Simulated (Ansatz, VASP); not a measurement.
# Cross-check of SiSnSb2 (chalcopyrite type (invented)) between VASP and Ansatz, part 2 of 2

Wanted: the spread between two codes on one cell, functional and k mesh. The cell is generated by rule, not measured, and may not be a known phase. The cell is taken from a series of runs on this material, whose earlier steps may have relaxed, scaled, displaced or heated it; both programs get it as it stands.

VASP 6.6.1 and Ansatz 0.2.0.

So far: The starting structure; Ansatz: relaxation of cell and atoms, PBEsol.

## 3. VASP: relaxation of cell and atoms, PBEsol

Level of this step: PBEsol; plane waves and PAW (Sn_d, Si, Sb); invented cell (VASP).

The same cell, functional, mesh and smearing now go to VASP, with its own data sets.

Lines of VASP's logs that name or quote its potential files are left out, and so is its time.

Contents of INCAR:

```
SYSTEM = SiSnSb2
PREC = Accurate
ENCUT = 500
EDIFF = 1E-07
NELM = 120
ISMEAR = 0
SIGMA = 0.1
LREAL = .FALSE.
ALGO = Normal
GGA = PS
NBANDS = 36
LORBIT = 11
LWAVE = .FALSE.
LCHARG = .FALSE.
ISIF = 3
IBRION = 2
NSW = 80
EDIFFG = -0.005
LASPH = .TRUE.
GGA_COMPAT = .FALSE.
NELMIN = 4
KPAR = 2
```

Contents of POSCAR:

```
SiSnSb2
1.0
   -3.9996360000      3.9996360000      3.0843200000
    3.9996360000     -3.9996360000      3.0843200000
    3.9996360000      3.9996360000     -3.0843200000
Sn Si Sb
2 2 4
Direct
    0.0000000000      0.0000000000      0.0000000000
    0.7500000000      0.2500000000      0.5000000000
    0.5000000000      0.5000000000      0.0000000000
    0.2500000000      0.7500000000      0.5000000000
    0.3750001621      0.8501457754      0.9751456133
    0.8750001621      0.3998545489      0.0248543867
    0.1498543867      0.1250000000      0.5248543867
    0.6001456133      0.6250000000      0.4751456133
```

Contents of KPOINTS:

```
Automatic mesh
0
Gamma
8 8 8
0 0 0
```

The projector-augmented-wave data sets are Sn_d, Si and Sb (PBE family, release 64).

The run is started by

```console
$ mpirun -np 2 vasp_std
```

Numbers of over 12 decimals in the logs are rounded to 6 here.

What it wrote:

```text
[banner, memory and clock lines left out]
running    2 mpi-ranks, on    1 nodes
 distrk:  each k-point on    1 cores,    2 groups
 distr:  one band on    1 cores,    1 groups

 POSCAR found type information on POSCAR SnSiSb
 POSCAR found :  3 types and       8 ions
|                                                                             |
|               ----> ADVICE to this user running VASP <----                  |
|                                                                             |
|     You enforced a specific xc type in the INCAR file but a different       |
|     [... a line on the potential file left out ...]
|     I HOPE YOU KNOW WHAT YOU ARE DOING!                                     |
|                                                                             |

 LDA part: xc-table for (Slater+PW92), standard interpolation
 POSCAR, INCAR and KPOINTS ok, starting setup
 FFT: planning ... GRIDC
 FFT: planning ... GRID_SOFT
 FFT: planning ... GRID
 WAVECAR not read
 entering main loop
       N       E                     dE             d eps       ncg     rms          rms(c)
DAV:   1     0.458171976600E+03    0.45817E+03   -0.22570E+04  4248   0.158E+03
DAV:   2     0.230289440261E+02   -0.43514E+03   -0.42471E+03  4544   0.400E+02
DAV:   3    -0.336136344462E+02   -0.56643E+02   -0.54773E+02  5048   0.140E+02
DAV:   4    -0.367904758347E+02   -0.31768E+01   -0.30976E+01  5136   0.330E+01
DAV:   5    -0.368933881829E+02   -0.10291E+00   -0.10262E+00  6304   0.639E+00    0.581E+00
DAV:   6    -0.367733052972E+02    0.12008E+00   -0.25350E-01  5412   0.319E+00    0.336E+00
DAV:   7    -0.367495205331E+02    0.23785E-01   -0.93308E-02  5344   0.169E+00    0.664E-01
DAV:   8    -0.367463977000E+02    0.31228E-02   -0.11504E-02  5084   0.627E-01    0.146E-01
DAV:   9    -0.367463598767E+02    0.37823E-04   -0.14626E-03  5320   0.181E-01    0.701E-02
DAV:  10    -0.367463638960E+02   -0.40194E-05   -0.10798E-04  5976   0.618E-02    0.425E-02
DAV:  11    -0.367463615043E+02    0.23917E-05   -0.47542E-05  5312   0.389E-02    0.776E-03
DAV:  12    -0.367463588800E+02    0.26243E-05   -0.85930E-06  5124   0.196E-02    0.504E-03
DAV:  13    -0.367463588375E+02    0.42503E-07   -0.98400E-07  4884   0.486E-03
   1 F= -.36746359E+02 E0= -.36736502E+02  d E =-.367464E+02
[...]
2 F= -.36746475E+02 E0= -.36736556E+02  d E =-.116155E-03
[...]
3 F= -.36746490E+02 E0= -.36736587E+02  d E =-.131127E-03
[...]
4 F= -.36746512E+02 E0= -.36736597E+02  d E =-.217249E-04
 ZBRENT: can't locate minimum, use default step
 trial-energy change:   -0.000022  1 .order   -0.000020   -0.000023   -0.000017
 step:   3.8015(harm=  3.8031)  dis= 0.00185  next Energy=   -36.746537 (dE=-0.466E-04)
 bond charge predicted
       N       E                     dE             d eps       ncg     rms          rms(c)
DAV:   1    -0.367466256826E+02   -0.11408E-03   -0.52302E-03  4608   0.414E-01    0.514E-02
DAV:   2    -0.367465741526E+02    0.51530E-04   -0.30502E-04  5348   0.133E-01    0.299E-02
DAV:   3    -0.367465398825E+02    0.34270E-04   -0.65071E-05  5696   0.725E-02    0.559E-03
DAV:   4    -0.367465408555E+02   -0.97298E-06   -0.12403E-05  4972   0.265E-02    0.274E-03
DAV:   5    -0.367465410532E+02   -0.19774E-06   -0.60441E-07  4728   0.677E-03    0.110E-03
DAV:   6    -0.367465410894E+02   -0.36194E-07   -0.30781E-08  2664   0.161E-03
   5 F= -.36746541E+02 E0= -.36736592E+02  d E =-.511252E-04
 curvature:  -2.02 expect dE=-0.110E-04 dE for cont linesearch -0.507E-07
 trial: gam= 0.27441 g(F)=  0.102E-05 g(S)=  0.442E-05 ort =-0.809E-06 (trialstep = 0.152E+01)
 search vector abs. value=  0.695E-05
 reached required accuracy - stopping structural energy minimisation
```

From OUTCAR (step 3):

```text
ion  position               nearest neighbor table
   1  0.000  0.000  0.000-   7 3.07   8 3.07   5 3.07   6 3.07   3 3.08   3 3.08   6 3.55   5 3.55
                             8 3.55   7 3.55
   2  0.750  0.250  0.500-   6 3.07   5 3.07   8 3.07   7 3.07   4 3.08   4 3.08   7 3.55   8 3.55
                             5 3.55   6 3.55
   3  0.500  0.500  0.000-   8 2.80   7 2.80   6 2.80   5 2.80   1 3.08   1 3.08
   4  0.250  0.750  0.500-   6 2.80   5 2.80   7 2.80   8 2.80   2 3.08   2 3.08
   5  0.375  0.850  0.975-   4 2.80   3 2.80   2 3.07   1 3.07   6 3.11   6 3.11   1 3.55   2 3.55

  LATTYP: Found a body centered tetragonal cell.
 ALAT       =     7.9992720000
 C/A-ratio  =     0.7711501747

 Subroutine GETGRP returns: Found  8 space group operations
 (whereof  4 operations were pure point group operations)

The static configuration has the point symmetry S_4 .
 The point group associated with its full space group is D_2d.

 Found     59 irreducible k-points:

   k-points           NKPTS =     59   k-points in BZ     NKDIM =     59   number of bands    NBANDS=     36

   dimension x,y,z NGX =    48 NGY =   48 NGZ =   48
   dimension x,y,z NGXF=    96 NGYF=   96 NGZF=   96

   ENCUT  =  500.0 eV  36.75 Ry    6.06 a.u.  11.75 11.75 11.75*2*pi/ulx,y,z

   NELECT =      56.0000    total number of electrons

 k-points in reciprocal lattice and weights: Automatic mesh
   0.00000000  0.00000000  0.00000000       0.002
   0.12500000 -0.00000000  0.00000000       0.016
   0.25000000 -0.00000000  0.00000000       0.016
   0.37500000 -0.00000000  0.00000000       0.016
   0.50000000 -0.00000000  0.00000000       0.008
   0.12500000  0.12500000  0.00000000       0.016
   0.25000000  0.12500000  0.00000000       0.031
   0.37500000  0.12500000  0.00000000       0.031
   0.50000000  0.12500000  0.00000000       0.031
[...]
-0.37500000 -0.37500000  0.37500000       0.004
   0.50000000  0.50000000  0.50000000       0.002

 average (electrostatic) potential at core
       1 -98.7332       2 -98.7332       3 -81.6367       4 -81.6367       5 -84.5818
       6 -84.5818       7 -84.5818       8 -84.5818

 E-fermi :   8.0438

 k-point     1 :       0.0000    0.0000    0.0000
  band No.  band energies     occupation
    ...
     22       3.2057      2.00000
     23       3.8566      2.00000
     24       3.8782      2.00000
     25       5.1089      2.00000
     26       5.1089      2.00000
     27       9.5009      0.00000
     28      10.2852      0.00000
     29      10.7645      0.00000
     30      10.7726      0.00000
     31      10.7726      0.00000
    ...

 k-point     2 :       0.1250   -0.0000    0.0000
  band No.  band energies     occupation
    ...
     22       3.6275      2.00000
     23       4.3323      2.00000
     24       4.5184      2.00000
     25       5.2104      2.00000
     26       5.3974      2.00000
     27       9.3094      0.00000
     28       9.6219      0.00000
     29       9.8307      0.00000
     30      10.0821      0.00000
     31      10.3961      0.00000
    ...

 k-point     3 :       0.2500   -0.0000    0.0000
  band No.  band energies     occupation
    ...
     22       4.5860      2.00000
     23       5.2854      2.00000
     24       5.4669      2.00000
     25       5.8748      2.00000
     26       6.0805      2.00000
     27       8.1576      0.10757
     28       8.4199      0.00000
     29       8.7344      0.00000
     30       9.0516      0.00000
     31       9.2966      0.00000
    ...

  Total       -0.0058632     -0.0058632      0.0257751      0.0000000      0.0000000      0.0000000
  in kB       -0.0475305     -0.0475305      0.2089464      0.0000000      0.0000000      0.0000000
  external PRESSURE =       0.0379618 kB  Pullay stress =       0.0000000 kB

  energy-cutoff  :      500.00
  volume of cell :      197.64
      direct lattice vectors                 reciprocal lattice vectors
    -4.003141718  4.003141718  3.083292322     0.000000000  0.124901898  0.162164319
     4.003141718 -4.003141718  3.083292322     0.124901898  0.000000000  0.162164319
     4.003141718  4.003141718 -3.083292322     0.124901898  0.124901898  0.000000000

 POSITION                                       TOTAL-FORCE (eV/Angst)
 -----------------------------------------------------------------------------------
      0.00000     -0.00000      0.00000        -0.000000     -0.000000     -0.000000
      0.00000      4.00314      1.54165        -0.000000     -0.000000     -0.000000
      0.00000      0.00000      3.08329         0.000000      0.000000     -0.000000
      4.00314      0.00000      1.54165        -0.000000     -0.000000     -0.000000
      5.80802      2.00157      0.77082         0.002296     -0.000000     -0.000000
     -1.80488      2.00157      3.85412        -0.002296      0.000000     -0.000000
      2.00157      2.19827     -0.77082         0.000000     -0.002296     -0.000000
      2.00157      1.80488      2.31247        -0.000000      0.002296      0.000000
 -----------------------------------------------------------------------------------
    total drift:                                0.000001      0.000001     -0.000296

  FREE ENERGIE OF THE ION-ELECTRON SYSTEM (eV)
  ---------------------------------------------------
  free  energy   TOTEN  =       -36.7465410894 eV

  energy  without entropy=      -36.7266424512  energy(sigma->0) =      -36.73659177

 reached required accuracy - stopping structural energy minimisation

 total charge
# of ion       s       p       d       tot
------------------------------------------
    1        1.266   0.939   9.988  12.194
    2        1.266   0.939   9.988  12.194
    3        0.864   0.682   0.000   1.546
    4        0.864   0.682   0.000   1.546
    5        1.210   1.148   0.045   2.403
    6        1.210   1.148   0.045   2.403
    7        1.210   1.148   0.045   2.403
    8        1.210   1.148   0.045   2.403
--------------------------------------------------
tot          9.100   7.837  20.157  37.094

[... 3 further parts left out ...]
```

The PAW data sets were made with PBE, which is usual practice but a small mismatch for other functionals. The run keeps the 8 symmetry operations of its start, so it cannot find a distortion of lower symmetry.

## 4. Differences

Known differences besides the potentials themselves: the data sets hold 96 valence electrons in Ansatz (on its default PAW (the set named soft_2) files) and 56 in VASP; the cutoff is 420 eV in Ansatz and 500 eV in VASP; Ansatz makes its cores anew for this functional, VASP keeps those of its PBE data sets; Ansatz adds a Pulay correction to the stress that steers its cell, VASP none. Total energies have different zeros and are not compared.

The two programs side by side:

```tsv
quantity	Ansatz	VASP	difference
volume (Å³)	197.36	197.64	-0.14 %
edge a after relaxation, in the typed setting (Å)	6.443	6.447	-0.06 %
```

## 5. Outcome

| Quantity | Value |
| --- | --- |
| difference in volume (relaxation of cell and atoms, PBEsol) | -0.14 % |

What this shows: The difference in volume is -0.14 % (relaxation of cell and atoms, PBEsol), within the 1.2 % picked in this series as the mark of a large difference, as far as the stopping tolerances let one tell. The data sets hold unlike numbers of valence electrons (96 in Ansatz and 56 in VASP), so part of the differences may come from the potentials. VASP runs on this material, other cells and data sets included, that failed, so that no pair exists: relaxation of cell and atoms, PBEsol (timeout). Such differences can come from data sets, numerical settings and the points named under the comparisons, not from the functional's error against experiment.

[Lines on the potential files, build, host, timing and source positions are cut from VASP's logs without a mark.]

[Logs are printed without paths, hosts, clocks, repeated set-up lines and the standing remarks that a program may print on its own settings, such as how far it seeks lower states.]

[Hosts, paths, dates, database ids (printed as entryN), source tags and the programs' standing remarks are cut or masked in the printed files.]
